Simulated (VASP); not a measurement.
Given:

```
BaO
1.0
    0.00000     2.80363     2.80363
    2.80363     0.00000     2.80363
    2.80363     2.80363     0.00000
Ba O
1 1
Cartesian
  0.00000   0.00000   0.00000
  2.80363   2.80363   2.80363
```

The numbers are results of PW91 GGA, VASP's PBE PAW potentials (set 64) (plane waves; VASP), not measurements. Numerical set-up: 520 eV cut-off, 9×9×9 Γ-centred mesh, tetrahedra with Blöchl corrections, potentials Ba_sv O.

**Question.** Predict the energy per atom (σ→0).

**Answer.** 
```yaml
energy per atom (σ→0): -5.981 eV/atom
```

Only differences to runs with the same potentials and settings are physical.

The compound is BaO in the rock salt structure. It was relaxed first.
